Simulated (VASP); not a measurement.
Consider the following.

```yaml
crystal:
  lattice:
    - [0.00000, 2.30828, 2.30828]
    - [2.30828, 0.00000, 2.30828]
    - [2.30828, 2.30828, 0.00000]
  atoms:
    - { symbol: Hf, position: [0.00000, 0.00000, 0.00000] }
    - { symbol: C, position: [0.50000, 0.50000, 0.50000] }
```

Computed with PBE GGA with D3 dispersion (Becke-Johnson damping), VASP's PBE PAW potentials (set 64) (plane waves; VASP). Run with 520 eV cut-off, 14×14×14 Γ-centred mesh, first-order Methfessel-Paxton smearing of 0.10 eV, potentials Hf_pv C.

Unless said otherwise, spin-orbit coupling is left out, though it shifts the bands of the heavy elements here.

Q: Estimate the energy per atom (σ→0), band gap (on the k-mesh) with the smallest direct gap where there is one.

A: 
- band gap (on the k-mesh): none (metal, semimetal or under 0.01 eV)
- energy per atom (σ→0): -10885 meV/atom

Total energies compare only between runs with the same potentials, cut-off and functional.

The compound is HfC in the rock salt structure. It was relaxed first.
